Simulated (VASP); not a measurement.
Here is a VASP 6.6.1 calculation.

INCAR

```
  PREC = Accurate
  ENCUT = 520
  EDIFF = 1E-7
  ISMEAR = -1
  SIGMA = 0.05
  LREAL = False
  LASPH = True
  NELM = 80
  ALGO = Normal
  ISIF = 2
  LWAVE = False
  LCHARG = False
  GGA = PE
  NBANDS = 32
```

Contents of KPOINTS:

```
regular mesh
0
Gamma
  6 6 6
```

File POSCAR:

```
Ti3S2
1.0
    2.7131139241      1.5664170544      3.2376184047
   -2.7131139241      1.5664170544      3.2376184047
    0.0000000000     -3.1328341088      3.2376184047
Ti S
3 2
Direct
    0.0000000000      0.3356550000      0.6643450000
    0.6643450000      0.0000000000      0.3356550000
    0.3356550000      0.6643450000      0.0000000000
    0.1678390000      0.1678390000      0.1678390000
    0.8321610000      0.8321610000      0.8321610000
```

Potentials or basis: VASP PAW PBE potentials, release 64 (Ti_sv, S).

Command:

```bash
$ cat potpaw_PBE.64/Ti_sv/POTCAR potpaw_PBE.64/S/POTCAR > POTCAR
$ mpirun -np 1 vasp_std > vasp.out
```

(1) Estimate the band gap on the k mesh.

(2) Estimate the largest force.

(3) What does it give for the pressure?

Results:

(1) none (metal or under the smearing width).

(2) 0.036 eV/Å.

(3) 0.4 GPa.
